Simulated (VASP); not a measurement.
# OInBrH2 in VASP: settings compared

The runs below take OInBrH2 through single point, relaxation of the atoms, atomic charges, electron localisation function, with PBE, PBE+TS.

Program: VASP 6.6.1. These are calculated values, not measurements. Logs are shortened: lines on timing, memory, paths and dates and some standing lists are left out, and cuts for length are marked.

### Step 1. The molecule as given

The cell holds a molecule in a box, 5 atoms: a = 13.000 Å, b = 13.000 Å, c = 11.000 Å, α = 90.00°, β = 90.00°, γ = 90.00°.

### Step 2. Single point, PBE (atoms moved at random, drawn with an rms of 0.05 Å)

Input file INCAR:

```
SYSTEM = InH2BrO
ALGO = Normal
EDIFF = 1E-6
ENCUT = 520
GGA = PE
ISIF = 2
ISMEAR = 0
LASPH = .TRUE.
LCHARG = .FALSE.
LREAL = .FALSE.
LWAVE = .FALSE.
NBANDS = 22
NELM = 80
PREC = Accurate
SIGMA = 0.01
```

Input file KPOINTS:

```
k-points
0
G
  1 1 1
  0 0 0
```

Input file POSCAR:

```
InH2BrO
1.0
   13.0000000000      0.0000000000      0.0000000000
    0.0000000000     13.0000000000      0.0000000000
    0.0000000000      0.0000000000     11.0000000000
O In Br H
1 1 1 2
Direct
    0.4062560000      0.4557290000      0.4537500000
    0.5389000000      0.5109490000      0.5003820000
    0.6399980000      0.3717810000      0.5898200000
    0.3555560000      0.5064240000      0.4119160000
    0.5822020000      0.6305720000      0.4836170000
```

Potentials or basis: VASP PAW PBE potentials, release 64 (O, In_d, Br, H).

Command:

```
cat potpaw_PBE.64/O/POTCAR potpaw_PBE.64/In_d/POTCAR potpaw_PBE.64/Br/POTCAR potpaw_PBE.64/H/POTCAR > POTCAR
mpirun -np 1 vasp_gam > vasp.out
```

OUTCAR:

```text
SYSTEM = InH2BrO
   EDIFF = 1E-6
   ENCUT = 520
   GGA = PE
   ISIF = 2
   ISMEAR = 0
   LASPH = .TRUE.
   LREAL = .FALSE.
   NELM = 80
   PREC = Accurate

 ion  position               nearest neighbor table
   1  0.406  0.456  0.454-   4 1.04   2 1.94
   2  0.539  0.511  0.500-   5 1.66   1 1.94   3 2.44
   3  0.640  0.372  0.590-   2 2.44
   4  0.356  0.506  0.412-   1 1.04
   5  0.582  0.631  0.484-   2 1.66

  LATTYP: Found a simple tetragonal cell.
 ALAT       =    13.0000000000
 C/A-ratio  =     0.8461538462

  Lattice vectors:

 A1 = (  13.0000000000,   0.0000000000,   0.0000000000)
 A2 = (   0.0000000000,  13.0000000000,   0.0000000000)
 A3 = (   0.0000000000,   0.0000000000,  11.0000000000)

Analysis of symmetry for initial positions (statically):
=====================================================================
 Subroutine PRICEL returns:
 Original cell was already a primitive cell.

 Routine SETGRP: Setting up the symmetry group for a
 simple tetragonal supercell.

 Subroutine GETGRP returns: Found  1 space group operations
 (whereof  1 operations were pure point group operations)
 out of a pool of 16 trial point group operations.

The static configuration has the point symmetry C_1 .

Analysis of symmetry for dynamics (positions and initial velocities):
=====================================================================
 Subroutine PRICEL returns:
 Original cell was already a primitive cell.

 Routine SETGRP: Setting up the symmetry group for a
 simple tetragonal supercell.

 Subroutine GETGRP returns: Found  1 space group operations
 (whereof  1 operations were pure point group operations)
 out of a pool of 16 trial point group operations.

The dynamic configuration has the point symmetry C_1 .

 Subroutine INISYM returns: Found  1 space group operations
 (whereof  1 operations are pure point group operations),
 and found     1 'primitive' translations

----------------------------------------------------------------------------------------

                                     Primitive cell

  volume of cell :    1859.0000

  direct lattice vectors                    reciprocal lattice vectors
    13.000000000  0.000000000  0.000000000     0.076923077  0.000000000  0.000000000
     0.000000000 13.000000000  0.000000000     0.000000000  0.076923077  0.000000000
     0.000000000  0.000000000 11.000000000     0.000000000  0.000000000  0.090909091

  length of vectors
    13.000000000 13.000000000 11.000000000     0.076923077  0.076923077  0.090909091

  position of ions in fractional coordinates (direct lattice)
     0.406256000  0.455729000  0.453750000
     0.538900000  0.510949000  0.500382000
     0.639998000  0.371781000  0.589820000
     0.355556000  0.506424000  0.411916000
     0.582202000  0.630572000  0.483617000

  ion indices of the primitive-cell ions
   primitive index   ion index
                 1           1
                 2           2
                 3           3
                 4           4
                 5           5

----------------------------------------------------------------------------------------

 KPOINTS: k-points

Automatic generation of k-mesh.
 Grid dimensions read from file:
 generate k-points for:    1    1    1

 Generating k-lattice:

  Cartesian coordinates                     Fractional coordinates (reciprocal lattice)
     0.076923077  0.000000000  0.000000000     1.000000000  0.000000000  0.000000000
     0.000000000  0.076923077  0.000000000     0.000000000  1.000000000  0.000000000
     0.000000000  0.000000000  0.090909091     0.000000000  0.000000000  1.000000000

  Length of vectors
     0.076923077  0.076923077  0.090909091

  Shift w.r.t. Gamma in fractional coordinates (k-lattice)
     0.000000000  0.000000000  0.000000000

 Subroutine IBZKPT returns following result:
 ===========================================

 Found      1 irreducible k-points:

 Following reciprocal coordinates:
            Coordinates               Weight
  0.000000  0.000000  0.000000      1.000000
   k-points           NKPTS =      1   k-points in BZ     NKDIM =      1   number of bands    NBANDS=     22
   number of dos      NEDOS =    301   number of ions     NIONS =      5
   total plane-waves  NPLWV = 806736
   dimension x,y,z NGX =    98 NGY =   98 NGZ =   84
   dimension x,y,z NGXF=   196 NGYF=  196 NGZF=  168
   ions per type =               1   1   1   2
   NGX,Y,Z   is equivalent  to a cutoff of  12.53, 12.53, 12.70 a.u.
   NGXF,Y,Z  is equivalent  to a cutoff of  25.06, 25.06, 25.39 a.u.
 SYSTEM =  InH2BrO
   PREC   = accura    normal or accurate (medium, high low for compatibility)
   ISTART =      0    job   : 0-new  1-cont  2-samecut
   ICHARG =      2    charge: 1-file 2-atom 10-const
   ISPIN  =      1    spin polarized calculation?
   LNONCOLLINEAR =      F non collinear calculations
   LSORBIT =      F    spin-orbit coupling
   LASPH  =      T    aspherical Exc in radial PAW
   ENCUT  =  520.0 eV  38.22 Ry    6.18 a.u.  24.17 24.17 20.45*2*pi/ulx,y,z
   NELM   =     80;   NELMIN=  2; NELMDL= -5     # of ELM steps
   EDIFF  = 0.1E-05   stopping-criterion for ELM
   LREAL  =      F    real-space projection
   EDIFFG = 0.1E-04   stopping-criterion for IOM
   NSW    =      0    number of steps for IOM
   IBRION =     -1    ionic relax: 0-MD 1-quasi-New 2-CG
   NFREE  =      0    steps in history (QN), initial steepest desc. (CG)
   ISIF   =      2    stress and relaxation
   ISYM   =      2    0-nonsym 1-usesym 2-fastsym
   POTIM  = 0.5000    time-step for ionic-motion
   TEBEG  =    0.0;   TEEND  =   0.0 temperature during run
   PSTRESS=    0.0 pullay stress
   NELECT =      28.0000    total number of electrons
   NUPDOWN=      -1.0000    fix difference up-down
   EMIN   =  10.00;   EMAX   =-10.00  energy-range for DOS
   EFERMI =   0.00;   METHOD = LEGACY
   ISMEAR =     0;   SIGMA  =   0.01  broadening in eV -4-tet -1-fermi 0-gaus
   EFERMI_NEDOS =   21; number of points for ismear=-14 and -15
   IALGO  =     38    algorithm
   IMIX   =      4    mixing-type and parameters
     AMIX     =   0.40;   BMIX     =  1.00
     AMIX_MAG =   1.60;   BMIX_MAG =  1.00
  volume/ion in A,a.u.               =     371.80      2509.03
  Fermi-wavevector in a.u.,A,eV,Ry     =   0.404297  0.764011  2.223960  0.163456
  Thomas-Fermi vector in A             =   1.355827
   LORBIT       =      0    0 simple, 1 ext, 2 COOP (PROOUT), +10 PAW based schemes
   GGA     = PE    functional components
   LHFCALC =     F    Hartree Fock is set to
   AEXX    =    0.0000 exact exchange contribution
   IVDW    =     0    specifies the selected vdW correction
   LEPSILON=     F    determine dielectric tensor
   LRPA    =     F    only Hartree local field effects (RPA)
 non-spin polarized calculation
 Gauss-broadening in eV      SIGMA  =   0.01
  energy-cutoff  :      520.00
  volume of cell :     1859.00
 maximum number of plane-waves:     25047
 NGX is ok and might be reduce to    98
   NGX = 49   NGY = 49   NGZ = 41

 number of electron      28.0000003 magnetization

 Free energy of the ion-electron system (eV)
  ---------------------------------------------------
  ext. energy  EPLUGINS =         0.00000000
  ---------------------------------------------------
  free energy    TOTEN  =       -18.14839969 eV

  energy without entropy =      -18.14839969  energy(sigma->0) =      -18.14839969

 E-fermi :  -6.4307     XC(G=0):  -0.8368

 val. band max:       -6.5437479078   @ k =   0.0000   0.0000   0.0000
 cond. band min:      -1.9560637964   @ k =   0.0000   0.0000   0.0000
 fundamental gap:      4.5876841114
 Fermi energy:        -6.4306595899

 k-point     1 :       0.0000    0.0000    0.0000
  band No.  band energies     occupation
      1     -23.7271      2.00000
      2     -19.9172      2.00000
      3     -19.3545      2.00000
      4     -19.2663      2.00000
      5     -19.1887      2.00000
      6     -18.9443      2.00000
      7     -18.3939      2.00000
      8     -11.4066      2.00000
      9      -9.8484      2.00000
     10      -7.8300      2.00000
     11      -7.3144      2.00000
     12      -7.1435      2.00000
     13      -6.6903      2.00000
     14      -6.5437      2.00000
     15      -1.9561      0.00000
     16      -1.8799      0.00000
     17      -0.6785      0.00000
     18      -0.1032      0.00000
     19       0.6926      0.00000
     20       0.7962      0.00000
     21       0.9043      0.00000
     22       1.0204      0.00000

------------------------ aborting loop because EDIFF is reached ----------------------------------------

  FORCE on cell =-STRESS in cart. coord.  units (eV):
  Direction    XX          YY          ZZ          XY          YZ          ZX
  --------------------------------------------------------------------------------------
  -------------------------------------------------------------------------------------
  Total        1.2393811      0.7906672     -0.2525155      1.9766248      0.6048611     -0.0314260
  in kB        1.0681594      0.6814358     -0.2176303      1.7035521      0.5212989     -0.0270845
  external PRESSURE =       0.5106550 kB  Pullay stress =       0.0000000 kB

 VOLUME and BASIS-vectors are now :
 -----------------------------------------------------------------------------
  energy-cutoff  :      520.00
  volume of cell :     1859.00
      direct lattice vectors                 reciprocal lattice vectors
    13.000000000  0.000000000  0.000000000     0.076923077  0.000000000  0.000000000
     0.000000000 13.000000000  0.000000000     0.000000000  0.076923077  0.000000000
     0.000000000  0.000000000 11.000000000     0.000000000  0.000000000  0.090909091

 POSITION                                       TOTAL-FORCE (eV/Angst)
 -----------------------------------------------------------------------------------
      5.28133      5.92448      4.99125        -2.911208      0.996695     -1.493716
      7.00570      6.64234      5.50420         0.712759      0.306243      0.184311
      8.31997      4.83315      6.48802         0.215609     -0.315512      0.177953
      4.62223      6.58351      4.53108         1.738160     -1.583707      1.180409
      7.56863      8.19744      5.31979         0.244679      0.596282     -0.048957
 -----------------------------------------------------------------------------------
    total drift:                                0.000456     -0.000529      0.000381

  FREE ENERGIE OF THE ION-ELECTRON SYSTEM (eV)
  ---------------------------------------------------
  free  energy   TOTEN  =       -18.1483996856 eV

  energy  without entropy=      -18.1483996856  energy(sigma->0) =      -18.14839969
```

Wall time 99 s (1 thread of Intel Xeon 6975P-C (Granite Rapids), shared host); peak memory 1.4 GiB.

What came out:

```
Free energy                     : -18.1484 eV
Largest force                   : 3.420 eV/Å
Gap between the frontier levels : 4.59 eV
```

Forces on the atoms (eV/Å):
```
O   -2.911  0.997 -1.494
In   0.713  0.306  0.184
Br   0.216 -0.316  0.178
H    1.738 -1.584  1.180
H    0.245  0.596 -0.049
```

Caveat: spin-orbit coupling is left out, which moves the levels of the heavy elements.

### Step 3. Relaxation of the atoms, PBE (atoms moved at random, drawn with an rms of 0.02 Å)

Input file INCAR:

```
ALGO = Fast ; EDIFF = 1E-6
EDIFFG = -0.02 ; ENCUT = 520
GGA = PE ; IBRION = 2
ISIF = 2 ; ISMEAR = 0
LASPH = T ; LCHARG = F
LREAL = F ; LWAVE = F
NELM = 100 ; NSW = 40
PREC = Accurate ; SIGMA = 0.01
```

Input file KPOINTS:

```
k-points
0
Gamma
  1 1 1
```

Input file POSCAR:

```
InH2BrO
1.0
   13.0000000000      0.0000000000      0.0000000000
    0.0000000000     13.0000000000      0.0000000000
    0.0000000000      0.0000000000     11.0000000000
O In Br H
1 1 1 2
Direct
    0.4049000000      0.4544370000      0.4510210000
    0.5371830000      0.5095530000      0.4995900000
    0.6405840000      0.3701920000      0.5928620000
    0.3616930000      0.5052420000      0.4132340000
    0.5850750000      0.6314970000      0.4835690000
```

Potentials or basis: VASP PAW PBE potentials, release 64 (O, In_d, Br, H).

Command:

```
cat potpaw_PBE.64/O/POTCAR potpaw_PBE.64/In_d/POTCAR potpaw_PBE.64/Br/POTCAR potpaw_PBE.64/H/POTCAR > POTCAR
mpirun -np 1 vasp_gam > vasp.out
```

OUTCAR:

```text
EDIFF = 1E-6
   EDIFFG = -0.02
   ENCUT = 520
   GGA = PE
   IBRION = 2
   ISIF = 2
   ISMEAR = 0
   LASPH = T
   LREAL = F
   NELM = 100
   NSW = 40
   PREC = Accurate

 ion  position               nearest neighbor table
   1  0.405  0.454  0.451-   4 0.96   2 1.94
   2  0.537  0.510  0.500-   5 1.71   1 1.94   3 2.48
   3  0.641  0.370  0.593-   2 2.48
   4  0.362  0.505  0.413-   1 0.96
   5  0.585  0.631  0.484-   2 1.71

  LATTYP: Found a simple tetragonal cell.
 ALAT       =    13.0000000000
 C/A-ratio  =     0.8461538462

  Lattice vectors:

 A1 = (  13.0000000000,   0.0000000000,   0.0000000000)
 A2 = (   0.0000000000,  13.0000000000,   0.0000000000)
 A3 = (   0.0000000000,   0.0000000000,  11.0000000000)

Analysis of symmetry for initial positions (statically):
[... 273 lines left out ...]

[... ionic steps 4 to 11 ...]

--------------------------------------- Ionic step       12  -------------------------------------------

 number of electron      28.0000008 magnetization

------------------------ aborting loop because EDIFF is reached ----------------------------------------
[... 73 lines left out ...]
--------------------------------------- Ionic step       14  -------------------------------------------

 number of electron      28.0000010 magnetization

 Free energy of the ion-electron system (eV)
  ---------------------------------------------------
  ext. energy  EPLUGINS =         0.00000000
  ---------------------------------------------------
  free energy    TOTEN  =       -18.31125321 eV

  energy without entropy =      -18.31125321  energy(sigma->0) =      -18.31125321

 E-fermi :  -6.5106     XC(G=0):  -0.8493

 val. band max:       -6.5767473406   @ k =   0.0000   0.0000   0.0000
 cond. band min:      -2.2284311363   @ k =   0.0000   0.0000   0.0000
 fundamental gap:      4.3483162043
 Fermi energy:        -6.5106273721

 k-point     1 :       0.0000    0.0000    0.0000
  band No.  band energies     occupation
      1     -23.8522      2.00000
      2     -19.9253      2.00000
      3     -19.4242      2.00000
      4     -19.3883      2.00000
      5     -19.3023      2.00000
      6     -19.1016      2.00000
[... 10 lines left out ...]
     17      -0.6954      0.00000
[... 31 lines left out ...]
  FREE ENERGIE OF THE ION-ELECTRON SYSTEM (eV)
  ---------------------------------------------------
  free  energy   TOTEN  =       -18.3112532061 eV

  energy  without entropy=      -18.3112532061  energy(sigma->0) =      -18.31125321

 reached required accuracy - stopping structural energy minimisation
```

OSZICAR:

```text
N       E                     dE             d eps       ncg     rms          rms(c)
DAV:   1     0.239040123514E+03    0.23904E+03   -0.80728E+03    44   0.936E+02
DAV:   2     0.594968892350E+02   -0.17954E+03   -0.17737E+03    46   0.230E+02
DAV:   3    -0.149516987552E+02   -0.74449E+02   -0.74405E+02    56   0.116E+02
[... 180 lines left out ...]
DAV:   1    -0.183111560222E+02    0.17098E-04   -0.59647E-02    36   0.196E+00    0.625E-02
RMM:   2    -0.183112286308E+02   -0.72609E-04   -0.10753E-03    37   0.339E-01    0.236E-02
RMM:   3    -0.183112523288E+02   -0.23698E-04   -0.30733E-04    52   0.186E-01    0.161E-02
RMM:   4    -0.183112537600E+02   -0.14312E-05   -0.32620E-05    41   0.470E-02    0.168E-02
RMM:   5    -0.183112532061E+02    0.55392E-06   -0.43601E-06    27   0.212E-02
  14 F= -.18311253E+02 E0= -.18311253E+02  d E =-.200638E-03
```

CONTCAR:

```text
InH2BrO
   1.00000000000000
    13.0000000000000000    0.0000000000000000    0.0000000000000000
     0.0000000000000000   13.0000000000000000    0.0000000000000000
     0.0000000000000000    0.0000000000000000   11.0000000000000000
  O               In              Br              H
     1     1     1     2
Direct
     0.4029190891594690    0.4533447868192682    0.4505111493480562
     0.5401100371348971    0.5099688845462730    0.5000914779039153
     0.6411985457105410    0.3692186387519345    0.5937532233348460
     0.3598974948516100    0.5055090746886477    0.4123810579372437
     0.5853098331434823    0.6328796151938806    0.4835390914759359

  0.00000000E+00  0.00000000E+00  0.00000000E+00
  0.00000000E+00  0.00000000E+00  0.00000000E+00
  0.00000000E+00  0.00000000E+00  0.00000000E+00
  0.00000000E+00  0.00000000E+00  0.00000000E+00
  0.00000000E+00  0.00000000E+00  0.00000000E+00
```

Wall time 9.9 min (1 thread of Intel Xeon 6975P-C (Granite Rapids), shared host); peak memory 1.6 GiB.

What came out:

```yaml
Free_energy: -18.3113 eV
Energy_gained_by_relaxing: 9.1 meV/atom
Ionic_steps: 14
Largest_force_after_relaxing: 0.013 eV/Å
Gap_between_the_frontier_levels: 4.35 eV
```

Forces on the atoms (eV/Å):
```
O    0.005  0.009 -0.001
In  -0.002 -0.013 -0.003
Br  -0.007  0.006  0.000
H    0.003 -0.006  0.005
H    0.002  0.004  0.000
```

The path:
| step | energy change (eV) | largest force (eV/Å) | pressure (GPa) |
| --- | --- | --- | --- |
| 1 | 0.0000 | 1.3270 | 0.09 |
| 2 | -0.0079 | 1.0557 | -0.03 |
| 3 | -0.0406 | 0.2889 | 0.02 |
| 4 | -0.0391 | 0.7266 | 0.02 |
| 5 | -0.0426 | 0.2053 | 0.02 |
| 6 | -0.0446 | 0.0911 | 0.00 |
| 7 | -0.0447 | 0.0922 | 0.00 |
| 8 | -0.0451 | 0.0438 | 0.00 |
| 9 | -0.0452 | 0.0604 | -0.01 |
| 10 | -0.0452 | 0.0539 | -0.01 |
| 11 | -0.0452 | 0.1085 | -0.01 |
| 12 | -0.0453 | 0.0577 | -0.01 |
| 13 | -0.0454 | 0.0379 | -0.01 |
| 14 | -0.0455 | 0.0133 | -0.01 |

Final structure:
```
O In Br H
1.0
    13.00000    0.00000    0.00000
     0.00000   13.00000    0.00000
     0.00000    0.00000   11.00000
O In Br H
1 1 1 2
Direct
  0.40292 0.45334 0.45051
  0.54011 0.50997 0.50009
  0.64120 0.36922 0.59375
  0.35990 0.50551 0.41238
  0.58531 0.63288 0.48354
```

Caveat: spin-orbit coupling is left out, which moves the levels of the heavy elements.

### Step 4. Atomic charges, PBE+TS

Input file INCAR:

```
SYSTEM = InH2BrO
ALGO = Normal
EDIFF = 1E-7
ENCUT = 520
GGA = PE
ISIF = 2
ISMEAR = 0
IVDW = 2
LASPH = .True.
LCHARG = .False.
LORBIT = 11
LREAL = .False.
LWAVE = .False.
NELM = 80
PREC = Accurate
SIGMA = 0.01
```

Input file KPOINTS:

```
k-points
0
Gamma
  1 1 1
  0 0 0
```

Input file POSCAR:

```
InH2BrO
1.0
   13.0000000000      0.0000000000      0.0000000000
    0.0000000000     13.0000000000      0.0000000000
    0.0000000000      0.0000000000     11.0000000000
O In Br H
1 1 1 2
Direct
    0.4045115400      0.4552692300      0.4497318200
    0.5396884600      0.5095615400      0.5000227300
    0.6406346200      0.3712769200      0.5939681800
    0.3613653800      0.5061538500      0.4122136400
    0.5836500000      0.6319538500      0.4833590900
```

Command:

```
cat potpaw_PBE.64/O/POTCAR potpaw_PBE.64/In_d/POTCAR potpaw_PBE.64/Br/POTCAR potpaw_PBE.64/H/POTCAR > POTCAR
mpirun -np 1 vasp_gam > vasp.out
```

It took 1.8 min on 1 thread of Intel Xeon 6975P-C (Granite Rapids), shared host; peak memory 1.4 GiB.

It converged, with:

- Free energy: -18.3148 eV
- Largest force: 0.696 eV/Å
- Gap between the frontier levels: 4.50 eV
- Valence electrons inside the program's atomic spheres: O 5.08; In 11.50; Br 4.86; H 0.77, 0.52
- Hirshfeld charges: O -0.36; In +0.53; Br -0.20; H +0.12, -0.09 e
- Dispersion energy per atom: -0.004 eV

Forces on the atoms (eV/Å):
```
O   -0.138 -0.672  0.122
In   0.328  0.286  0.058
Br   0.123 -0.192  0.106
H   -0.378  0.437 -0.275
H    0.064  0.140 -0.010
```

Levels at points of the mesh, in eV from the valence-band top:
```
           k point  band 11  band 12  band 13  band 14  band 15  band 16  band 17  band 18
(0.00, 0.00, 0.00)    -0.80    -0.55    -0.14     0.00     4.50     4.63     5.95     6.46
```

Caveat: spin-orbit coupling is left out, which moves the levels of the heavy elements. As with any semilocal functional, this PBE gap is likely too small.

[end of part 1 of 2]
